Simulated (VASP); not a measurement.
## SiC (Moissanite 3C): what moves the LDA gap besides the functional

Aim: test what besides the functional moves the gap of SiC (Moissanite 3C). The starting structure is a measured crystal structure from the Crystallography Open Database. Cell and atoms stay as given unless a step says otherwise.

Calculated with VASP 6.6.1; Kohn-Sham DFT with plane waves and PAW; LDA.

### 1. The starting structure

Symmetry: F-43m, No. 216, cubic system. Conventional cell: a = 4.358 Å, b = 4.358 Å, c = 4.358 Å, α = 90.00°, β = 90.00°, γ = 90.00°. Si has 4 C at 1.89 Å nearest. Nearest to C lie 4 Si at 1.89 Å. Farther neighbours are not listed.

### 2. Reference bands

The input, INCAR:

```
SYSTEM = SiC
PREC = Accurate
ENCUT = 460
EDIFF = 1E-06
NELM = 100
ISMEAR = 0
SIGMA = 0.03
LREAL = .FALSE.
ALGO = Normal
GGA = CA
NBANDS = 16
LORBIT = 11
LWAVE = .FALSE.
LCHARG = .FALSE.
KPAR = 4
```

The input, POSCAR:

```
SiC
1.0
    0.0000000000      2.1790000000      2.1790000000
    2.1790000000      0.0000000000      2.1790000000
    2.1790000000      2.1790000000      0.0000000000
Si C
1 1
Direct
    0.0000000000      0.0000000000      0.0000000000
    0.7500000000      0.7500000000      0.7500000000
```

The input, KPOINTS:

```
Automatic mesh
0
Gamma
8 8 8
0 0 0
```

The input, KPOINTS_OPT:

```
Line mode
10
Line-mode
Reciprocal
  0.00000000   0.00000000   0.00000000 GAMMA
  0.50000000   0.00000000   0.50000000 X

  0.50000000   0.00000000   0.50000000 X
  0.50000000   0.25000000   0.75000000 W

  0.50000000   0.25000000   0.75000000 W
  0.37500000   0.37500000   0.75000000 K

  0.37500000   0.37500000   0.75000000 K
  0.00000000   0.00000000   0.00000000 GAMMA

  0.00000000   0.00000000   0.00000000 GAMMA
  0.50000000   0.50000000   0.50000000 L

  0.50000000   0.50000000   0.50000000 L
  0.62500000   0.25000000   0.62500000 U

  0.62500000   0.25000000   0.62500000 U
  0.50000000   0.25000000   0.75000000 W

  0.50000000   0.25000000   0.75000000 W
  0.50000000   0.50000000   0.50000000 L

  0.50000000   0.50000000   0.50000000 L
  0.37500000   0.37500000   0.75000000 K

  0.62500000   0.25000000   0.62500000 U
  0.50000000   0.00000000   0.50000000 X
```

PAW data sets: Si and C (LDA family, release 64).

The run is started by

```
$ mpirun -np 4 vasp_std
```

The program printed:

```text
[banner, memory and clock lines left out]
running    4 mpi-ranks, on    1 nodes
 distrk:  each k-point on    1 cores,    4 groups
 distr:  one band on    1 cores,    1 groups

 POSCAR found type information on POSCAR SiC
 POSCAR found :  2 types and       2 ions
 LDA part: xc-table for (Slater(with rela. corr.)+CA(PZ))
 , standard interpolation
 POSCAR, INCAR and KPOINTS ok, starting setup
 FFT: planning ... GRIDC
 FFT: planning ... GRID_SOFT
 FFT: planning ... GRID
 WAVECAR not read
 entering main loop
       N       E                     dE             d eps       ncg     rms          rms(c)
DAV:   1     0.146316734233E+00    0.14632E+00   -0.33842E+03   968   0.381E+02
DAV:   2    -0.182915499154E+02   -0.18438E+02   -0.17864E+02  1264   0.886E+01
DAV:   3    -0.186712736398E+02   -0.37972E+00   -0.37948E+00  1072   0.960E+00
DAV:   4    -0.186721361713E+02   -0.86253E-03   -0.86252E-03  1304   0.600E-01
DAV:   5    -0.186721387729E+02   -0.26016E-05   -0.26015E-05  1048   0.293E-02    0.906E+00
DAV:   6    -0.167254212581E+02    0.19467E+01   -0.58961E+00  1200   0.814E+00    0.380E+00
DAV:   7    -0.166598144589E+02    0.65607E-01   -0.39831E-01  1256   0.271E+00    0.188E+00
DAV:   8    -0.166391721341E+02    0.20642E-01   -0.23419E-02  1080   0.725E-01    0.163E-01
DAV:   9    -0.166385819774E+02    0.59016E-03   -0.28773E-03  1192   0.212E-01    0.877E-02
DAV:  10    -0.166385918681E+02   -0.98907E-05   -0.12272E-04  1096   0.538E-02    0.337E-02
DAV:  11    -0.166385924318E+02   -0.56375E-06   -0.14173E-06  1240   0.576E-03
   1 F= -.16638592E+02 E0= -.16638592E+02  d E =-.175861E-17
 Start KPOINTS_OPT (optional k-point list driver)
k-point batch [1-29\100]
       N       E                     dE             ncg
DAV:   1     0.993866066298E+03   -0.74605E+04      952
DAV:   2     0.488035678396E+03   -0.50583E+03     1264
DAV:   3     0.477236354856E+03   -0.10799E+02     1128
DAV:   4     0.477213429342E+03   -0.22926E-01     1200
DAV:   5     0.477213365249E+03   -0.64093E-04     1160
DAV:   6     0.477213365011E+03   -0.23818E-06     1104
[...]
k-point batch [88-100\100]
       N       E                     dE             ncg
DAV:   1     0.575733865590E+04   -0.43645E+04      448
DAV:   2     0.553242912683E+04   -0.22491E+03      536
DAV:   3     0.552877180419E+04   -0.36573E+01      552
DAV:   4     0.552876419631E+04   -0.76079E-02      504
DAV:   5     0.552876417466E+04   -0.21651E-04      536
DAV:   6     0.552876417457E+04   -0.87616E-07      464
```

Elapsed: 6.8 s, on 4 MPI ranks of AMD EPYC 7R43, shared host; peak memory 0.38 GiB.

Lines that name or quote the potential files are left out of all logs, and their timing lines are given in words.

OUTCAR, selected parts (step 2):

```text
ion  position               nearest neighbor table
   1  0.000  0.000  0.000-   2 1.89   2 1.89   2 1.89   2 1.89
   2  0.750  0.750  0.750-   1 1.89   1 1.89   1 1.89   1 1.89

  LATTYP: Found a face centered cubic cell.
 ALAT       =     4.3580000000

 Subroutine GETGRP returns: Found 24 space group operations
 (whereof 24 operations were pure point group operations)

The static configuration has the point symmetry T_d .

 Found     29 irreducible k-points:

   k-points           NKPTS =     29   k-points in BZ     NKDIM =     29   number of bands    NBANDS=     16

   dimension x,y,z NGX =    24 NGY =   24 NGZ =   24
   dimension x,y,z NGXF=    48 NGYF=   48 NGZF=   48

   ENCUT  =  460.0 eV  33.81 Ry    5.81 a.u.   5.39  5.39  5.39*2*pi/ulx,y,z

   NELECT =       8.0000    total number of electrons

 k-points in reciprocal lattice and weights: Automatic mesh
   0.00000000  0.00000000  0.00000000       0.002
   0.12500000  0.00000000  0.00000000       0.016
   0.25000000  0.00000000  0.00000000       0.016
   0.37500000  0.00000000  0.00000000       0.016
   0.50000000  0.00000000  0.00000000       0.008
   0.12500000  0.12500000  0.00000000       0.012
   0.25000000  0.12500000  0.00000000       0.047
   0.37500000  0.12500000  0.00000000       0.047
   0.50000000  0.12500000  0.00000000       0.047
[...]
-0.37500000  0.50000000  0.12500000       0.023
  -0.25000000  0.50000000  0.25000000       0.012

 average (electrostatic) potential at core
       1 -81.9331       2 -49.0309

 E-fermi :   8.2319

 k-point     1 :       0.0000    0.0000    0.0000
  band No.  band energies     occupation
      1      -7.2536      2.00000
      2       8.0631      2.00000
      3       8.0631      2.00000
      4       8.0631      2.00000
      5      14.3537      0.00000
      6      15.2538      0.00000
      7      15.2538      0.00000
      8      15.2538      0.00000
      9      22.5223      0.00000
    ...

 k-point     2 :       0.1250    0.0000    0.0000
  band No.  band energies     occupation
      1      -6.9479      2.00000
      2       6.5922      2.00000
      3       7.8606      2.00000
      4       7.8606      2.00000
      5      14.5171      0.00000
      6      15.6040      0.00000
      7      15.6040      0.00000
      8      15.8200      0.00000
      9      21.2846      0.00000
    ...

 k-point     3 :       0.2500    0.0000    0.0000
  band No.  band energies     occupation
      1      -6.0525      2.00000
      2       3.7915      2.00000
      3       7.4543      2.00000
      4       7.4543      2.00000
      5      14.0042      0.00000
      6      15.8587      0.00000
      7      15.8587      0.00000
      8      17.3168      0.00000
      9      21.0985      0.00000
    ...

  Total       -0.5297078     -0.5297078     -0.5297078      0.0000000     -0.0000000      0.0000000
  in kB      -41.0152383    -41.0152383    -41.0152383      0.0000000     -0.0000000      0.0000000
  external PRESSURE =     -41.0152383 kB  Pullay stress =       0.0000000 kB

  energy-cutoff  :      460.00
  volume of cell :       20.69
      direct lattice vectors                 reciprocal lattice vectors
     0.000000000  2.179000000  2.179000000    -0.229463056  0.229463056  0.229463056
     2.179000000  0.000000000  2.179000000     0.229463056 -0.229463056  0.229463056
     2.179000000  2.179000000  0.000000000     0.229463056  0.229463056 -0.229463056

 POSITION                                       TOTAL-FORCE (eV/Angst)
 -----------------------------------------------------------------------------------
      0.00000      0.00000      0.00000        -0.000000     -0.000000     -0.000000
      3.26850      3.26850      3.26850         0.000000      0.000000      0.000000
 -----------------------------------------------------------------------------------
    total drift:                               -0.000000     -0.000000     -0.000000

  FREE ENERGIE OF THE ION-ELECTRON SYSTEM (eV)
  ---------------------------------------------------
  free  energy   TOTEN  =       -16.6385924318 eV

  energy  without entropy=      -16.6385924318  energy(sigma->0) =      -16.63859243

 total charge
# of ion       s       p       d       tot
------------------------------------------
    1        0.713   0.982   0.000   1.695
    2        0.830   1.711   0.000   2.540
--------------------------------------------------
tot          1.542   2.693   0.000   4.236

[... 3 further parts left out ...]
```

At this level the cell is under a tension of 4.1 GPa, so at these settings it is away from equilibrium.

The reference gap is 1.303 eV.

### 3. Bands with cell and atoms relaxed by LDA

Against step 2 the input has another starting structure. The cell comes from a relaxation at this level, not shown (20.32 Å³).

INCAR is that of step 2.

The input, POSCAR:

```
SiC
1.0
    0.0000000000      2.1657929754      2.1657929754
    2.1657929754      0.0000000000      2.1657929754
    2.1657929754      2.1657929754      0.0000000000
Si C
1 1
Direct
    0.0000000000      0.0000000000      0.0000000000
    0.7500000000      0.7500000000      0.7500000000
```

KPOINTS is that of step 2.

KPOINTS_OPT is that of step 2.

The run is started by

```
$ mpirun -np 4 vasp_std
```

The program printed:

```text
[... set-up lines as in an earlier step ...]
 entering main loop
       N       E                     dE             d eps       ncg     rms          rms(c)
DAV:   1     0.287701771347E+00    0.28770E+00   -0.34122E+03   968   0.376E+02
DAV:   2    -0.183575390998E+02   -0.18645E+02   -0.18032E+02  1248   0.890E+01
DAV:   3    -0.187321164146E+02   -0.37458E+00   -0.37437E+00  1072   0.962E+00
DAV:   4    -0.187329552848E+02   -0.83887E-03   -0.83885E-03  1248   0.599E-01
[...]
DAV:   9    -0.166432025634E+02    0.58783E-03   -0.28455E-03  1184   0.213E-01    0.885E-02
DAV:  10    -0.166432110603E+02   -0.84969E-05   -0.12078E-04  1096   0.536E-02    0.345E-02
DAV:  11    -0.166432116146E+02   -0.55428E-06   -0.14620E-06  1232   0.583E-03
   1 F= -.16643212E+02 E0= -.16643212E+02  d E =-.254033E-22
 Start KPOINTS_OPT (optional k-point list driver)
k-point batch [1-29\100]
       N       E                     dE             ncg
DAV:   1     0.104653418688E+04   -0.77448E+04      976
DAV:   2     0.525360992707E+03   -0.52117E+03     1224
DAV:   3     0.514367726001E+03   -0.10993E+02     1184
DAV:   4     0.514344561699E+03   -0.23164E-01     1192
DAV:   5     0.514344499663E+03   -0.62036E-04     1152
DAV:   6     0.514344499441E+03   -0.22276E-06     1096
[...]
k-point batch [88-100\100]
       N       E                     dE             ncg
DAV:   1     0.579491017646E+04   -0.40371E+04      424
DAV:   2     0.555739072946E+04   -0.23752E+03      576
DAV:   3     0.555282299725E+04   -0.45677E+01      520
DAV:   4     0.555281286193E+04   -0.10135E-01      512
DAV:   5     0.555281283391E+04   -0.28016E-04      528
DAV:   6     0.555281283381E+04   -0.10543E-06      496
```

It took 7 s on 4 MPI ranks; peak memory 0.39 GiB.

Parts of OUTCAR (step 3):

```text
  Total       -0.0095685     -0.0095685     -0.0095685      0.0000000      0.0000000     -0.0000000
  in kB       -0.7545247     -0.7545247     -0.7545247      0.0000000      0.0000000     -0.0000000
  external PRESSURE =      -0.7545247 kB  Pullay stress =       0.0000000 kB

 POSITION                                       TOTAL-FORCE (eV/Angst)
 -----------------------------------------------------------------------------------
      0.00000      0.00000      0.00000        -0.000000     -0.000000     -0.000000
      3.24869      3.24869      3.24869         0.000000      0.000000      0.000000
 -----------------------------------------------------------------------------------
    total drift:                               -0.000000     -0.000000     -0.000000

  FREE ENERGIE OF THE ION-ELECTRON SYSTEM (eV)
  ---------------------------------------------------
  free  energy   TOTEN  =       -16.6432116146 eV

  energy  without entropy=      -16.6432116146  energy(sigma->0) =      -16.64321161

[... 1 part as in an earlier step ...]

[... 2 further parts left out ...]
[key lines of the parts left out:]
E-fermi :   8.4679
```

With cell and atoms relaxed by LDA the gap is 1.287 eV, -0.015 eV from the reference.

### 4. Bands with no band path

Against step 2 the input has no band path (also changed: NBANDS).

INCAR: that of step 3 with these lines changed.

```diff
@@ -10,3 +10,3 @@
 GGA = CA
-NBANDS = 16
+NBANDS = 10
 LORBIT = 11
```

The input, POSCAR:

```
SiC
1.0
    0.0000000000      2.1790000000      2.1790000000
    2.1790000000      0.0000000000      2.1790000000
    2.1790000000      2.1790000000      0.0000000000
Si C
1 1
Direct
    0.0000000000      0.0000000000      0.0000000000
    0.7500000000      0.7500000000      0.7500000000
```

KPOINTS is that of step 3.

The run is started by

```
$ mpirun -np 4 vasp_std
```

The program printed:

```text
[... set-up lines as in an earlier step ...]
 entering main loop
       N       E                     dE             d eps       ncg     rms          rms(c)
DAV:   1     0.384997434152E+00    0.38500E+00   -0.38400E+03   588   0.614E+02
DAV:   2    -0.181086343416E+02   -0.18494E+02   -0.17677E+02   746   0.105E+02
DAV:   3    -0.186698772210E+02   -0.56124E+00   -0.56058E+00   700   0.170E+01
DAV:   4    -0.186721288238E+02   -0.22516E-02   -0.22514E-02   696   0.135E+00
[...]
DAV:   9    -0.166385776202E+02    0.37369E-03   -0.18334E-03   730   0.247E-01    0.950E-02
DAV:  10    -0.166385922921E+02   -0.14672E-04   -0.11306E-04   622   0.708E-02    0.313E-02
DAV:  11    -0.166385925683E+02   -0.27621E-06   -0.38057E-06   666   0.127E-02
   1 F= -.16638593E+02 E0= -.16638593E+02  d E =-.729928E-13
```

It took 2.4 s on 4 MPI ranks; peak memory 0.34 GiB; 7.1 s of CPU time.

From OUTCAR (step 4):

```text
  Total       -0.5293095     -0.5293095     -0.5293095      0.0000000      0.0000000      0.0000000
  in kB      -40.9844038    -40.9844038    -40.9844038      0.0000000      0.0000000      0.0000000
  external PRESSURE =     -40.9844038 kB  Pullay stress =       0.0000000 kB

 POSITION                                       TOTAL-FORCE (eV/Angst)
 -----------------------------------------------------------------------------------
      0.00000      0.00000      0.00000         0.000000      0.000000     -0.000000
      3.26850      3.26850      3.26850        -0.000000     -0.000000      0.000000
 -----------------------------------------------------------------------------------
    total drift:                               -0.000000     -0.000000     -0.000000

  FREE ENERGIE OF THE ION-ELECTRON SYSTEM (eV)
  ---------------------------------------------------
  free  energy   TOTEN  =       -16.6385925683 eV

  energy  without entropy=      -16.6385925683  energy(sigma->0) =      -16.63859257

[... 1 part as in an earlier step ...]

[... 2 further parts left out ...]
[key lines of the parts left out:]
E-fermi :   8.2007
```

With no band path the gap is 1.303 eV, +0.000 eV from the reference, read on the mesh alone.

(Continued in part 2 of 2.)

[Lines on the potential files, build, host, timing and source positions are cut from VASP's logs without a mark.]

[Logs are printed without paths, hosts, clocks, repeated set-up lines and the standing remarks that a program may print on its own settings, such as how far it seeks lower states.]

[Hosts, paths, dates, database ids (printed as entryN), source tags and the programs' standing remarks are cut or masked in the printed files.]
